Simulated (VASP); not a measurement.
Output of a VASP run:

OSZICAR:
```
       N       E                     dE             d eps       ncg     rms          rms(c)
DAV:   1     0.729196280212E+03    0.72920E+03   -0.31266E+04  2666   0.233E+03
DAV:   2     0.101818824974E+03   -0.62738E+03   -0.60929E+03  2668   0.588E+02
DAV:   3    -0.218959846831E+02   -0.12371E+03   -0.12045E+03  3105   0.222E+02
DAV:   4    -0.310925479327E+02   -0.91966E+01   -0.90810E+01  3600   0.598E+01
DAV:   5    -0.314001378028E+02   -0.30759E+00   -0.30672E+00  3744   0.115E+01    0.138E+01
DAV:   6    -0.312156588522E+02    0.18448E+00   -0.37735E+01  3576   0.104E+02    0.949E+00
DAV:   7    -0.292874746925E+02    0.19282E+01   -0.94690E+00  3344   0.762E+01    0.416E+00
DAV:   8    -0.295408453637E+02   -0.25337E+00   -0.38101E+00  3968   0.229E+01    0.333E+00
DAV:   9    -0.294047261550E+02    0.13612E+00   -0.10889E+00  3621   0.201E+01    0.504E-01
DAV:  10    -0.294095086760E+02   -0.47825E-02   -0.72487E-02  3952   0.410E+00    0.194E-01
DAV:  11    -0.294103825421E+02   -0.87387E-03   -0.13272E-02  3869   0.169E+00    0.146E-01
DAV:  12    -0.294100006329E+02    0.38191E-03   -0.21198E-03  3664   0.104E+00    0.301E-02
DAV:  13    -0.294100243371E+02   -0.23704E-04   -0.26394E-04  3586   0.122E-01    0.206E-02
DAV:  14    -0.294100316460E+02   -0.73088E-05   -0.81635E-05  3480   0.174E-01    0.131E-02
DAV:  15    -0.294100274220E+02    0.42240E-05   -0.21984E-05  3498   0.107E-01    0.459E-03
DAV:  16    -0.294100280943E+02   -0.67238E-06   -0.57085E-06  2634   0.149E-02
   1 F= -.10913925E+02 E0= -.10913925E+02  d E =-.109139E+02
```

File OUTCAR:
```
------------------------ aborting loop because EDIFF is reached ----------------------------------------
  FORCE on cell =-STRESS in cart. coord.  units (eV):
  Direction    XX          YY          ZZ          XY          YZ          ZX
  --------------------------------------------------------------------------------------
  Total       18.4352577     18.4352577     18.4291625      0.0000000     -0.0000000      0.0000000
  in kB      199.3420757    199.3420757    199.2761686      0.0000000     -0.0000000      0.0000000
  external PRESSURE =      -0.6798933 kB  Pullay stress =     200.0000000 kB
  volume of cell :      148.17
      direct lattice vectors                 reciprocal lattice vectors
    -2.654480485  2.654480485  5.257045714     0.000000000  0.188360775  0.095110453
     2.654480485 -2.654480485  5.257045714     0.188360775  0.000000000  0.095110453
     2.654480485  2.654480485 -5.257045714     0.188360775  0.188360775  0.000000000
 POSITION                                       TOTAL-FORCE (eV/Angst)
 -----------------------------------------------------------------------------------
      0.00000      0.00000      5.25705        -0.000000      0.000000      0.000000
      2.65448      0.00000      2.62852        -0.000000      0.000000      0.000000
      0.00000      0.00000      0.00000        -0.000000     -0.000000      0.000000
      0.00000      2.65448      2.62852        -0.000000      0.000000     -0.000000
      1.37328      1.32724      6.57131        -0.002350     -0.000000      0.000000
      3.98172      1.28120     -1.31426        -0.000000      0.002350      0.000000
      1.28120      1.32724      1.31426         0.002350      0.000000      0.000000
     -1.32724      1.37328      3.94278        -0.000000     -0.002350      0.000000
 -----------------------------------------------------------------------------------
    total drift:                                0.000013      0.000013      0.000008
  FREE ENERGIE OF THE ION-ELECTRON SYSTEM (eV)
  ---------------------------------------------------
  free  energy   TOTEN  =       -29.4100280943 eV

  energy  without entropy=      -29.4100280943  energy(sigma->0) =      -29.41002809
  enthalpy is  TOTEN    =       -10.9139252422 eV   P V=       18.4961028521

 reached required accuracy - stopping structural energy minimisation
```
(Selected blocks of OUTCAR.)

POSCAR:
```
CuGaSe2
1
   -2.6544804846     2.6544804846     5.2570457137
    2.6544804846    -2.6544804846     5.2570457137
    2.6544804846     2.6544804846    -5.2570457137
Ga Cu Se
2 2 4
Direct
  0.5000000000   0.5000000000   0.0000000000
  0.2500000000   0.7500000000   0.5000000000
  0.0000000000   0.0000000000   0.0000000000
  0.7500000000   0.2500000000   0.5000000000
  0.8750000000   0.8836724007   0.5086724007
  0.1163275993   0.6250000000   0.9913275993
  0.3750000000   0.3663275993   0.4913275993
  0.6336724007   0.1250000000   0.0086724007
```

Question: Write an INCAR and KPOINTS that could have produced this output.

Answer: Several could match; the one computed here: the input of the run itself, PBE GGA, plane waves, VASP's PBE PAW potentials (set 64).

### KPOINTS
```
Automatic
0
gamma
 6 6 6
0 0 0
```

### INCAR
```
ALGO = Normal
EDIFF = 1E-6
EDIFFG = -0.02
ENCUT = 500
GGA = PE
IBRION = 2
ISIF = 3
ISMEAR = 0
LASPH = .TRUE.
LCHARG = .FALSE.
LMAXMIX = 4
LREAL = .FALSE.
LWAVE = .FALSE.
NELM = 100
NSW = 40
PREC = Accurate
PSTRESS = 200
SIGMA = 0.05
SYSTEM = CuGaSe2
```

POTCAR, in this order: Ga_d Cu Se (PBE.64 set). Program: vasp_std.

The compound is CuGaSe2 in the chalcopyrite structure. It was relaxed first under an external pressure of 20 GPa.
